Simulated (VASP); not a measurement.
Method: LDA (Ceperley-Alder, Perdew-Zunger), VASP's LDA PAW potentials (set 64) (plane waves; VASP).

Input for VASP

INCAR:
```
ALGO = Normal
EDIFF = 1E-6
EDIFFG = -0.02
ENCUT = 620
IBRION = 2
ISIF = 3
ISMEAR = 0
LASPH = T
LCHARG = F
LREAL = F
LWAVE = F
NELM = 100
NSW = 40
PREC = Accurate
PSTRESS = 50
SIGMA = 0.05
SYSTEM = CaB6
```

### KPOINTS
```
Automatic
0
Gamma
 6 6 6
```

File POSCAR:
```
CaB6
1.0
  4.0883385884   0.0000000000   0.0000000000
  0.0000000000   4.0883385884   0.0000000000
  0.0000000000   0.0000000000   4.0883385884
Ca B
1 6
Direct
  0.0000000000   0.0000000000   0.0000000000
  0.7984644724   0.5000000000   0.5000000000
  0.5000000000   0.2015355276   0.5000000000
  0.5000000000   0.7984644724   0.5000000000
  0.2015355276   0.5000000000   0.5000000000
  0.5000000000   0.5000000000   0.7984644724
  0.5000000000   0.5000000000   0.2015355276
```

POTCAR, in this order: Ca_sv B (LDA.64 set). Program: vasp_std.

Energy and stress use the plane-wave basis of the starting cell.

What does the run give for the energy per atom (σ→0), volume per atom?

- energy per atom (σ→0): -7.117 eV/atom
- volume per atom: 9.49 Å³/atom

### OSZICAR
```
...
       N       E                     dE             d eps       ncg     rms          rms(c)
DAV:   1    -0.498214734961E+02   -0.93838E-02   -0.21038E-01   740   0.303E+00    0.190E-01
DAV:   2    -0.498202412710E+02    0.12322E-02   -0.65776E-03   978   0.606E-01    0.937E-02
DAV:   3    -0.498199087544E+02    0.33252E-03   -0.22853E-03   788   0.289E-01    0.168E-02
DAV:   4    -0.498199072904E+02    0.14640E-05   -0.22693E-04   944   0.997E-02    0.124E-02
DAV:   5    -0.498199078577E+02   -0.56726E-06   -0.20594E-05  1140   0.270E-02    0.576E-03
DAV:   6    -0.498199079590E+02   -0.10130E-06   -0.31924E-06   916   0.153E-02
   5 F= -.47746105E+02 E0= -.47745993E+02  d E =-.768263E-03
```

The compound is CaB6 in the cab6 structure. This run relaxes it under an external pressure of 5 GPa. Symmetry was kept, so distortions that lower it aren't found.
